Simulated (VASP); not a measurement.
```xyz
4
Lattice="1.6363 -2.8341 0.0000 1.6363 2.8341 0.0000 0.0000 0.0000 5.2812" Properties=species:S:1:pos:R:3 pbc="T T T"
Zn     1.6363    -0.9447     2.6470
Zn     1.6363     0.9447     0.0064
O      1.6363    -0.9447     4.6517
O      1.6363     0.9447     2.0110
```

Calculation: PBE GGA with D3 dispersion (zero damping), VASP's PBE PAW potentials (set 64) (plane waves; VASP 6.6.1). Run with 520 eV cut-off, 9×9×5 Γ-centred mesh, tetrahedra with Blöchl corrections, potentials Zn O.

Task: Predict the energy per atom (σ→0), band gap (on the k-mesh) with the smallest direct gap where there is one.

Result: 
| Quantity | Value |
|---|---|
| band gap (on the k-mesh) | 0.74 eV |
| smallest direct gap (on the k-mesh) | 0.74 eV |
| energy per atom (σ→0) | -4.668 eV/atom |

The compound is ZnO in the wurtzite structure. It was relaxed first.
